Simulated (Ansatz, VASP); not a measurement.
# Two plane-wave programs on La2Zr3O

```
CELL_PARAMETERS angstrom
5.44602 0.00000 0.00000
-2.72301 4.71639 0.00000
0.00000 0.00000 6.20888
ATOMIC_POSITIONS crystal
La 0.66667 0.33333 0.50000
La 0.33333 0.66667 0.50000
Zr 0.00000 0.50000 0.00000
Zr 0.50000 0.00000 0.00000
Zr 0.50000 0.50000 0.00000
O 0.00000 0.00000 0.00000
```

Change from the starting cell: species swapped into the NaSn2Pd3 type (P6mm, No. 183).

Alike in both runs: functional PBE; k mesh 6 × 6 × 4; occupations gaussian, width 0.1 eV; no spin polarisation.

Ansatz relaxed the structure, and its values are those at the end. VASP's run is a single point on that final structure, the one shown.

|  | VASP | Ansatz |
| --- | --- | --- |
| version | VASP 6.6.1 | Ansatz 0.2.0 |
| potentials or method | VASP PAW PBE potentials, release 64 (La, Zr_sv, O) | scalar-relativistic, plane waves, PAW |
| plane-wave cutoff (eV) | 520 | 420 |
| valence electrons in the cell | 64 | 64 |

VASP gave:

```
gap on the k mesh at the Fermi level (eV) : none
pressure (GPa)                            : 0.4
```

Task: What did Ansatz give for the same quantities?

Result: gap on the k mesh at the Fermi level (eV): none; pressure (GPa): 0.3.

A gap of «none» marks a metal or a gap that the smearing closes. With one functional, cell and mesh, what is left measures potentials, basis and numerics.

The runs have no spin-orbit coupling, so splittings on La are missing.
